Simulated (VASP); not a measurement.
```yaml
crystal:
  lattice:
    - [1.33000, -2.30363, 0.00000]
    - [1.33000, 2.30363, 0.00000]
    - [0.00000, 0.00000, 4.95000]
  atoms:
    - { symbol: Zn, position: [0.33333, 0.66667, 0.25000] }
    - { symbol: Zn, position: [0.66667, 0.33333, 0.75000] }
```

Level of theory: PBE GGA, VASP's PBE PAW potentials (set 64) (plane waves; VASP). Numerical set-up: 400 eV cut-off, 12×12×6 Γ-centred mesh, first-order Methfessel-Paxton smearing of 0.10 eV, potentials Zn.

Q: Predict the energy per atom (σ→0), band gap (on the k-mesh) with the smallest direct gap where there is one.

A: 
| Quantity | Value |
|---|---|
| band gap (on the k-mesh) | none (metal, semimetal or under 0.01 eV) |
| energy per atom (σ→0) | -1.099 eV/atom |

Only differences to runs with the same potentials and settings are physical.

The compound is Zn in the hcp structure. The cell was not relaxed at this level.
